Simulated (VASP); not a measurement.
# HfN: structure and properties in VASP, part 2 of 4

What structure does HfN take at this level, and what are its properties? The start is a cell from a database of measured crystal structures.

VASP 6.6.1; PBE with D3(BJ); plane waves and PAW (Hf_pv, N).

Still holding for the runs below: This run has no spin polarisation. Its electron count is odd, so without a moment it is a metal by construction. The k-mesh is coarse for a metal.

So far. Step 2 (Full relaxation (PBE + D3(BJ))): It ends with forces that vanish by symmetry and a pressure of 0.03 GPa. The volume lies -2.9 % from that of the database's start, which holds the thermal and zero-point expansion of its experiment. Step 3 (Second relaxation): It ends with forces that vanish by symmetry and a pressure of 0.02 GPa. The volume moved by under 0.01 %: the run met its threshold at the first step. The relaxed cell has a = 4.505 Å (conventional setting).

### 4. Single point with fields (PBE + D3(BJ))

A single point on the relaxed cell gives a clean self-consistent state, with density, ELF and potential written out.

Input file INCAR:

```
SYSTEM = HfN
PREC = Accurate
ENCUT = 520
EDIFF = 1E-06
NELM = 100
ISMEAR = 0
SIGMA = 0.05
LREAL = .FALSE.
ALGO = Normal
GGA = PE
IVDW = 12
NBANDS = 13
LASPH = .TRUE.
LORBIT = 11
LWAVE = .FALSE.
LCHARG = .TRUE.
ISIF = 2
LELF = .TRUE.
LVHAR = .TRUE.
```

Input file POSCAR:

```
HfN
1.0
    0.0000000000      2.2525383117      2.2525383117
    2.2525383117      0.0000000000      2.2525383117
    2.2525383117      2.2525383117      0.0000000000
Hf N
1 1
Direct
    0.0000000000      0.0000000000      0.0000000000
    0.5000000000      0.5000000000      0.5000000000
```

Input file KPOINTS:

```
Automatic mesh
0
Gamma
7 7 7
0 0 0
```

PAW data sets: Hf_pv and N (PBE family, release 64).

Launch:

```sh
$ mpirun -np 2 vasp_std
```

Output:

```text
[banner, memory and clock lines left out]
running    2 mpi-ranks, on    1 nodes
 distrk:  each k-point on    2 cores,    1 groups
 distr:  one band on    1 cores,    2 groups

 POSCAR found type information on POSCAR HfN
 POSCAR found :  2 types and       2 ions
 LDA part: xc-table for (Slater+PW92), standard interpolation
|                                                                             |
|           W    W    AA    RRRRR   N    N  II  N    N   GGGG   !!!           |
|           W    W   A  A   R    R  NN   N  II  NN   N  G    G  !!!           |
|           W    W  A    A  R    R  N N  N  II  N N  N  G       !!!           |
|           W WW W  AAAAAA  RRRRR   N  N N  II  N  N N  G  GGG   !            |
|           WW  WW  A    A  R   R   N   NN  II  N   NN  G    G                |
|           W    W  A    A  R    R  N    N  II  N    N   GGGG   !!!           |
|                                                                             |
|     The number of bands has been changed from the values supplied in        |
|     The orbitals not found in the WAVECAR file will be initialized with     |
|     random numbers, which is usually adequate. For correlated               |
|     calculations, however, you should redo the groundstate calculation.     |
|     I found NBANDS = 13. Now, NBANDS = 14.                                  |
|                                                                             |

 POSCAR, INCAR and KPOINTS ok, starting setup
 FFT: planning ... GRIDC
 FFT: planning ... GRID_SOFT
 FFT: planning ... GRID
 WAVECAR not read
 entering main loop
       N       E                     dE             d eps       ncg     rms          rms(c)
DAV:   1     0.413174931187E+02    0.41317E+02   -0.77597E+03   560   0.100E+03
DAV:   2    -0.227180821647E+02   -0.64036E+02   -0.59692E+02   742   0.245E+02
DAV:   3    -0.247197467232E+02   -0.20017E+01   -0.19940E+01   638   0.356E+01
DAV:   4    -0.247271942318E+02   -0.74475E-02   -0.74469E-02   650   0.253E+00
DAV:   5    -0.247272396752E+02   -0.45443E-04   -0.45444E-04   650   0.167E-01    0.499E+01
DAV:   6    -0.218349665616E+02    0.28923E+01   -0.83087E+00   602   0.223E+01    0.423E+01
DAV:   7    -0.217562163874E+02    0.78750E-01   -0.46249E-01   680   0.606E+00    0.269E+01
DAV:   8    -0.217348284590E+02    0.21388E-01   -0.10335E-01   644   0.280E+00    0.610E+00
DAV:   9    -0.217294275995E+02    0.54009E-02   -0.13888E-02   650   0.963E-01    0.195E+00
DAV:  10    -0.217293738953E+02    0.53704E-04   -0.93391E-04   722   0.295E-01    0.434E-01
DAV:  11    -0.217293440324E+02    0.29863E-04   -0.65930E-05   656   0.802E-02    0.108E-01
DAV:  12    -0.217293422676E+02    0.17649E-05   -0.71061E-06   736   0.226E-02    0.135E-02
DAV:  13    -0.217293421130E+02    0.15453E-06   -0.16366E-07   382   0.417E-03
   1 F= -.22508708E+02 E0= -.22507533E+02  d E =-.234970E-02
```

The job ended after 6.2 s (2 MPI ranks of Intel Xeon Platinum 8259CL at 2.50GHz (Skylake/Cascade Lake), shared host; peak memory 0.25 GiB; 9 s of CPU time).

OUTCAR, selected parts (step 4):

```text
The static configuration has the point symmetry O_h .

 Found     20 irreducible k-points:

   k-points           NKPTS =     20   k-points in BZ     NKDIM =     20   number of bands    NBANDS=     14

   NELECT =      15.0000    total number of electrons

 E-fermi :   8.7417

 k-point     1 :       0.0000    0.0000    0.0000
  band No.  band energies     occupation
    ...
      6       5.4111      2.00000
      7       5.4111      2.00000
      8       8.1151      2.00000
      9       8.1151      2.00000
     10       8.1151      2.00000
     11      10.3370      0.00000
     12      10.4572      0.00000
     13      10.4572      0.00000
     14      18.0501      0.00000

 k-point     2 :       0.1429    0.0000    0.0000
  band No.  band energies     occupation
    ...
      6       4.4450      2.00000
      7       4.4450      2.00000
      8       8.4845      2.00000
      9       8.7449      0.92653
     10       8.7449      0.92653
     11      11.6270      0.00000
     12      11.8542      0.00000
     13      11.8542      0.00000
     14      19.5501      0.00000

 Edisp (eV)   -0.77937

  Total       0.00339     0.00339     0.00339     0.00000    -0.00000     0.00000
  in kB       0.23736     0.23736     0.23736     0.00000    -0.00000     0.00000
  external pressure =        0.24 kB  Pullay stress =        0.00 kB

 POSITION                                       TOTAL-FORCE (eV/Angst)
 -----------------------------------------------------------------------------------
      0.00000      0.00000      0.00000        -0.000000      0.000000      0.000000
      2.25254      2.25254      2.25254         0.000000     -0.000000     -0.000000
 -----------------------------------------------------------------------------------
    total drift:                                0.000000     -0.000000     -0.000000

  FREE ENERGIE OF THE ION-ELECTRON SYSTEM (eV)
  ---------------------------------------------------
  free  energy   TOTEN  =       -22.5087082467 eV

  energy  without entropy=      -22.5063585421  energy(sigma->0) =      -22.50753339

[... 8 parts as in an earlier step ...]

[... 5 further parts left out ...]
```

This step gave:

```yaml
scf_cycles: 13
bands: 14
pressure: 0.02374 GPa
```

Valence electrons inside each PAW sphere by angular momentum. Sphere charges, by row:

```tsv
atom	s (e)	p (e)	d (e)	tot (e)
Hf1	0.294	6.582	1.78	8.655
N2	1.235	2.516	0	3.751
```

Valence density in the ac plane of the conventional cell at fractional y = 0.000, with atoms of Hf and N within 0.2 Å of it. It is the smooth field of the valence electrons, not physical close to the nuclei.

Values in e/Å³, 14 rows by 14 columns, each cell a mean:
```
3.4 2.8 1.3 0.5 0.6 1.6 3.1 3.5 2.4 1.0 0.5 0.8 2.1 3.3
2.4 1.7 0.7 0.3 0.4 0.9 1.6 1.8 1.2 0.6 0.3 0.4 1.2 2.1
0.8 0.6 0.3 0.2 0.3 0.4 0.6 0.7 0.5 0.3 0.2 0.2 0.4 0.8
0.5 0.4 0.3 0.2 0.2 0.3 0.5 0.5 0.4 0.3 0.2 0.2 0.3 0.5
1.1 0.8 0.4 0.3 0.3 0.7 1.3 1.5 1.1 0.5 0.3 0.3 0.6 1.0
2.8 1.8 0.8 0.4 0.6 1.7 2.8 3.1 2.4 1.1 0.4 0.5 1.2 2.4
3.7 2.8 1.1 0.5 0.8 2.4 3.4 3.6 3.1 1.5 0.5 0.7 1.8 3.5
3.5 2.4 1.0 0.5 0.8 2.1 3.3 3.4 2.8 1.3 0.5 0.6 1.6 3.1
1.8 1.2 0.6 0.3 0.4 1.2 2.1 2.4 1.7 0.7 0.3 0.4 0.9 1.6
0.7 0.5 0.3 0.2 0.2 0.4 0.8 0.8 0.6 0.3 0.2 0.3 0.4 0.6
0.5 0.4 0.3 0.2 0.2 0.3 0.5 0.5 0.4 0.3 0.2 0.2 0.3 0.5
1.5 1.1 0.5 0.3 0.3 0.6 1.0 1.1 0.8 0.4 0.3 0.3 0.7 1.3
3.1 2.4 1.1 0.4 0.5 1.2 2.4 2.8 1.8 0.8 0.4 0.6 1.7 2.8
3.6 3.1 1.5 0.5 0.7 1.8 3.5 3.7 2.8 1.1 0.5 0.8 2.4 3.4
```
Columns run along a (4.5 Å), rows up along c (4.5 Å), edges of the conventional cell, whose origin can differ from the input's. Atoms in or near the plane, at fractional coordinates: Hf at (0.00, 0.00), Hf at (0.50, 0.50), N at (0.50, 0.00), N at (0.00, 0.50).

ELF in the ac plane of the conventional cell at fractional y = 0.000, with atoms of Hf and N within 0.2 Å of it. It is the smooth field of the valence electrons, not physical close to the nuclei.

Values, 14 rows by 14 columns, each cell a mean:
```
0.07 0.29 0.40 0.21 0.55 0.79 0.57 0.47 0.74 0.74 0.31 0.28 0.39 0.14
0.36 0.44 0.31 0.17 0.48 0.75 0.79 0.78 0.79 0.65 0.27 0.21 0.41 0.39
0.29 0.25 0.15 0.16 0.32 0.48 0.55 0.56 0.52 0.40 0.21 0.14 0.21 0.28
0.31 0.30 0.26 0.19 0.16 0.17 0.21 0.21 0.19 0.16 0.16 0.21 0.27 0.31
0.75 0.71 0.55 0.26 0.15 0.31 0.40 0.39 0.37 0.23 0.16 0.40 0.65 0.74
0.67 0.78 0.71 0.30 0.25 0.44 0.29 0.21 0.37 0.37 0.19 0.52 0.79 0.74
0.26 0.67 0.75 0.31 0.29 0.36 0.07 0.02 0.21 0.39 0.21 0.56 0.78 0.47
0.47 0.74 0.74 0.31 0.28 0.39 0.14 0.07 0.29 0.40 0.21 0.55 0.79 0.57
0.78 0.79 0.65 0.27 0.21 0.41 0.39 0.36 0.44 0.31 0.17 0.48 0.75 0.79
0.56 0.52 0.40 0.21 0.14 0.21 0.28 0.29 0.25 0.15 0.16 0.32 0.48 0.55
0.21 0.19 0.16 0.16 0.21 0.27 0.31 0.31 0.30 0.26 0.19 0.16 0.17 0.21
0.39 0.37 0.23 0.16 0.40 0.65 0.74 0.75 0.71 0.55 0.26 0.15 0.31 0.40
0.21 0.37 0.37 0.19 0.52 0.79 0.74 0.67 0.78 0.71 0.30 0.25 0.44 0.29
0.02 0.21 0.39 0.21 0.56 0.78 0.47 0.26 0.67 0.75 0.31 0.29 0.36 0.07
```
Columns run along a (4.5 Å), rows up along c (4.5 Å), edges of the conventional cell, whose origin can differ from the input's. Atoms in or near the plane, at fractional coordinates: Hf at (0.00, 0.00), Hf at (0.50, 0.50), N at (0.50, 0.00), N at (0.00, 0.50).

Electrostatic potential energy in the ac plane of the conventional cell at fractional y = 0.000, with atoms of Hf and N within 0.2 Å of it. With pseudopotentials it is smooth inside the atoms' cores, unlike the true potential.

Ten even steps from '_' (-49 eV) to '@' (-2 eV), each cell a mean:
```
==++**%%@@++____..%%@@##**++
++**##%%@@@@++==##@@@@%%****
####%%@@@@@@@@@@@@@@@@@@%%##
%%@@@@@@@@%%%%%%%%@@@@@@@@@@
%%@@@@@@%%##****####@@@@@@%%
__==@@@@##**++++++##%%@@##..
::__%%%%##++====++**%%@@==__
__..%%@@##**++==++**%%@@++__
==##@@@@%%****++**##%%@@@@++
@@@@@@@@@@%%######%%@@@@@@@@
%%%%@@@@@@@@@@%%@@@@@@@@%%%%
**####@@@@@@%%%%@@@@@@%%##**
++++##%%@@##..__==@@@@##**++
==++**%%@@==__::__%%%%##++==
```
Columns run along a (4.5 Å; values clipped at the 3rd and 97th percentile), rows up along c (4.5 Å), edges of the conventional cell, whose origin can differ from the input's. Atoms in or near the plane, at fractional coordinates: Hf at (0.00, 0.00), Hf at (0.50, 0.50), N at (0.50, 0.00), N at (0.00, 0.50).

In this run the pressure is 0.02 GPa, small enough to go on.

### 5. Band structure (PBE + D3(BJ))

The mesh alone shows little of the dispersion and can miss band extrema, so KPOINTS_OPT adds a path through the symmetry points after the self-consistent cycle.

Input file INCAR:

```
SYSTEM = HfN
PREC = Accurate
ENCUT = 520
EDIFF = 1E-06
NELM = 100
ISMEAR = 0
SIGMA = 0.05
LREAL = .FALSE.
ALGO = Normal
GGA = PE
IVDW = 12
NBANDS = 19
LASPH = .TRUE.
LORBIT = 11
LWAVE = .FALSE.
LCHARG = .FALSE.
KPAR = 2
```

POSCAR is that of step 4.

KPOINTS is that of step 4.

Input file KPOINTS_OPT:

```
Line mode
16
Line-mode
Reciprocal
  0.00000000   0.00000000   0.00000000 GAMMA
  0.50000000   0.00000000   0.50000000 X

  0.50000000   0.00000000   0.50000000 X
  0.50000000   0.25000000   0.75000000 W

  0.50000000   0.25000000   0.75000000 W
  0.37500000   0.37500000   0.75000000 K

  0.37500000   0.37500000   0.75000000 K
  0.00000000   0.00000000   0.00000000 GAMMA

  0.00000000   0.00000000   0.00000000 GAMMA
  0.50000000   0.50000000   0.50000000 L

  0.50000000   0.50000000   0.50000000 L
  0.62500000   0.25000000   0.62500000 U

  0.62500000   0.25000000   0.62500000 U
  0.50000000   0.25000000   0.75000000 W

  0.50000000   0.25000000   0.75000000 W
  0.50000000   0.50000000   0.50000000 L

  0.50000000   0.50000000   0.50000000 L
  0.37500000   0.37500000   0.75000000 K

  0.62500000   0.25000000   0.62500000 U
  0.50000000   0.00000000   0.50000000 X
```

Launch:

```sh
$ mpirun -np 2 vasp_std
```

Output:

```text
[... set-up lines as in an earlier step ...]
 entering main loop
       N       E                     dE             d eps       ncg     rms          rms(c)
DAV:   1     0.435500655063E+02    0.43550E+02   -0.71761E+03   760   0.743E+02
DAV:   2    -0.226734675069E+02   -0.66224E+02   -0.61850E+02   960   0.208E+02
DAV:   3    -0.247220560485E+02   -0.20486E+01   -0.20319E+01   876   0.280E+01
DAV:   4    -0.247272304980E+02   -0.51744E-02   -0.51740E-02   882   0.159E+00
DAV:   5    -0.247272400985E+02   -0.96005E-05   -0.96010E-05   882   0.677E-02    0.499E+01
DAV:   6    -0.218362191088E+02    0.28910E+01   -0.62330E+00   823   0.164E+01    0.426E+01
DAV:   7    -0.217567930071E+02    0.79426E-01   -0.40200E-01   832   0.452E+00    0.269E+01
DAV:   8    -0.217344335262E+02    0.22359E-01   -0.86979E-02   819   0.215E+00    0.569E+00
DAV:   9    -0.217294179223E+02    0.50156E-02   -0.10249E-02   840   0.720E-01    0.199E+00
DAV:  10    -0.217293748512E+02    0.43071E-04   -0.73126E-04   837   0.224E-01    0.515E-01
DAV:  11    -0.217293429129E+02    0.31938E-04   -0.48966E-05   835   0.625E-02    0.975E-02
DAV:  12    -0.217293422237E+02    0.68916E-06   -0.69800E-06   845   0.176E-02
   1 F= -.22508708E+02 E0= -.22507534E+02  d E =-.234929E-02
 Start KPOINTS_OPT (optional k-point list driver)
k-point batch [1-20\160]
       N       E                     dE             ncg
DAV:   1    -0.131849572206E+04   -0.99349E+04      760
DAV:   2    -0.249169245791E+04   -0.11732E+04      931
DAV:   3    -0.252365460246E+04   -0.31962E+02      897
DAV:   4    -0.252373181496E+04   -0.77212E-01      856
DAV:   5    -0.252373199113E+04   -0.17617E-03      896
DAV:   6    -0.252373199177E+04   -0.64732E-06      712
[...]
k-point batch [141-160\160]
       N       E                     dE             ncg
DAV:   1    -0.132756421686E+04   -0.14849E+05      760
DAV:   2    -0.257865137897E+04   -0.12511E+04      882
DAV:   3    -0.261528532023E+04   -0.36634E+02      856
DAV:   4    -0.261537657713E+04   -0.91257E-01      813
DAV:   5    -0.261537678448E+04   -0.20735E-03      857
DAV:   6    -0.261537678537E+04   -0.88698E-06      722
```

Elapsed: 14 s, on 2 MPI ranks; peak memory 0.29 GiB; 22 s of CPU time.

OUTCAR, selected parts (step 5):

```text
   k-points           NKPTS =     20   k-points in BZ     NKDIM =     20   number of bands    NBANDS=     19

   NELECT =      15.0000    total number of electrons

 E-fermi :   8.7416

 k-point     1 :       0.0000    0.0000    0.0000
  band No.  band energies     occupation
    ...
      6       5.4111      2.00000
      7       5.4111      2.00000
      8       8.1150      2.00000
      9       8.1150      2.00000
     10       8.1150      2.00000
     11      10.3369      0.00000
     12      10.4571      0.00000
     13      10.4571      0.00000
     14      18.0502      0.00000
     15      20.7369      0.00000
    ...

 Edisp (eV)   -0.77937

  Total       0.00626     0.00626     0.00626     0.00000    -0.00000     0.00000
  in kB       0.43894     0.43894     0.43894     0.00000    -0.00000     0.00000
  external pressure =        0.44 kB  Pullay stress =        0.00 kB

 POSITION                                       TOTAL-FORCE (eV/Angst)
 -----------------------------------------------------------------------------------
      0.00000      0.00000      0.00000        -0.000000      0.000000     -0.000000
      2.25254      2.25254      2.25254         0.000000      0.000000      0.000000
 -----------------------------------------------------------------------------------
    total drift:                                0.000000     -0.000000     -0.000000

  FREE ENERGIE OF THE ION-ELECTRON SYSTEM (eV)
  ---------------------------------------------------
  free  energy   TOTEN  =       -22.5087083574 eV

  energy  without entropy=      -22.5063590649  energy(sigma->0) =      -22.50753371

[... 8 parts as in an earlier step ...]

[... 8 further parts left out ...]
```

Spin-orbit coupling is off here; with elements this heavy it splits and shifts levels by tenths of an eV or more.

Numbers from this step:

* SCF cycles: 12
* bands: 19
* pressure: 0.04389 GPa

The electronic bands at the labelled points (eV, zero at the Fermi level; # counts the bands kept, so #1 is VASP's band 5):

```tsv
point	#1	#2	#3	#4	#5	#6	#7	#8
Γ	-3.33	-3.33	-3.33	-0.63	-0.63	-0.63	1.60	1.72
0.47 of the way	-7.00	-4.14	-4.14	-2.57	2.57	2.67	2.67	2.82
X	-5.70	-4.12	-3.99	-3.99	3.87	5.32	5.32	5.41
0.47 of the way	-5.76	-5.24	-5.23	-2.11	3.92	4.67	5.33	6.12
W	-6.49	-5.77	-5.77	0.85	0.85	5.34	5.35	5.97
0.47 of the way	-6.56	-5.81	-5.55	-0.42	2.29	5.07	5.50	6.18
K	-6.66	-5.82	-5.27	-1.14	3.63	4.23	5.83	6.45
0.47 of the way	-7.60	-6.01	-5.27	0.80	1.09	3.04	3.45	6.38
Γ	-3.33	-3.33	-3.33	-0.63	-0.63	-0.63	1.60	1.72
0.53 of the way	-7.03	-5.49	-5.49	0.43	1.28	1.28	4.65	5.43
L	-9.22	-6.51	-6.51	3.04	3.47	3.47	4.19	8.66
0.47 of the way	-8.42	-6.19	-6.16	1.33	2.84	3.53	6.15	8.12
U	-6.66	-5.82	-5.27	-1.14	3.63	4.23	5.83	6.45
0.53 of the way	-6.56	-5.81	-5.55	-0.42	2.29	5.07	5.50	6.18
W	-6.49	-5.77	-5.77	0.85	0.85	5.34	5.35	5.97
0.47 of the way	-7.92	-6.04	-5.97	1.29	1.69	4.24	6.11	7.44
L	-9.22	-6.51	-6.51	3.04	3.47	3.47	4.19	8.66
0.47 of the way	-8.42	-6.19	-6.16	1.33	2.84	3.53	6.15	8.12
K	-6.66	-5.82	-5.27	-1.14	3.63	4.23	5.83	6.45
jump to U	-6.66	-5.82	-5.27	-1.14	3.63	4.23	5.83	6.45
0.47 of the way	-5.75	-5.40	-4.48	-2.72	4.67	4.76	4.99	5.83
X	-5.70	-4.12	-3.99	-3.99	3.87	5.32	5.32	5.41
```

Of the projections kept (Hf, N), the largest for each band there; the rest of the weight can lie on other orbitals:

```tsv
point	#1	#2	#3	#4	#5	#6	#7	#8
Γ	N 0.92	N 0.92	N 0.92	Hf 1.00	Hf 1.00	Hf 1.00	N 0.51	Hf 1.00
X	N 0.51	Hf 1.00	N 0.75	N 0.75	Hf 1.00	Hf 1.00	Hf 1.00	Hf 0.75
W	N 0.61	Hf 0.53	Hf 0.53	Hf 0.70	Hf 0.70	Hf 1.00	Hf 0.84	Hf 0.98
K	Hf 0.52	Hf 0.51	N 0.63	Hf 0.76	Hf 0.74	Hf 1.00	Hf 0.85	Hf 0.85
Γ	N 0.92	N 0.92	N 0.91	Hf 1.00	Hf 1.00	Hf 1.00	N 0.51	Hf 1.00
L	Hf 0.57	N 0.55	N 0.55	Hf 0.65	Hf 0.93	Hf 0.93	Hf 0.89	Hf 0.70
```

The electronic bands as a text plot (rows in eV, shown from -8.0 to 1.7 only):

```
    1.5 |*           *      *  * **         *    *   *
    1.1 |             *      *        **           **      *
    0.7 |  *              *  *       *            *
    0.3 | *           *       * *     *      *
   -0.1 |            *         *    **           *          *
   -0.5 |*             * *      ****          * *
   -0.9 |           *   *                                    *
   -1.3 | **                                   *
   -1.7 |                                                     *
   -2.1 |   *
   -2.5 |          *
   -2.9 |    *                                                 *
   -3.3 |*    *   *              **
   -3.7 |***   *                *  *                            *
   -4.2 |   *******             *   *                           *
   -4.6 |         *           ***                              **
   -5.0 | *        *           *    **                        *
   -5.4 |  *        *  **    **       *       ***            * *
   -5.8 |        ************        *       ********       *****
   -6.2 |       *          *** *       **   **       **   **  *
   -6.6 |   *  *     ****     *          ***   ****    ***
   -7.0 |    **          *            *       *    *         *
   -7.4 |                 *                         *       *
   -7.8 |                    *               *
         Γ       X    W  K        Γ      L     U  W     L   K|U X
```

There is no gap at this level.

(Continued in part 3 of 4.)

[Lines on the potential files, build, host, timing and source positions are cut from VASP's logs without a mark.]

[Logs are printed without paths, hosts, clocks, repeated set-up lines and the standing remarks that a program may print on its own settings, such as how far it seeks lower states.]

[Hosts, paths, dates, database ids (printed as entryN), source tags and the programs' standing remarks are cut or masked in the printed files.]

[A measured line is paired with the nearest computed mode of its activity, which favours agreement.]
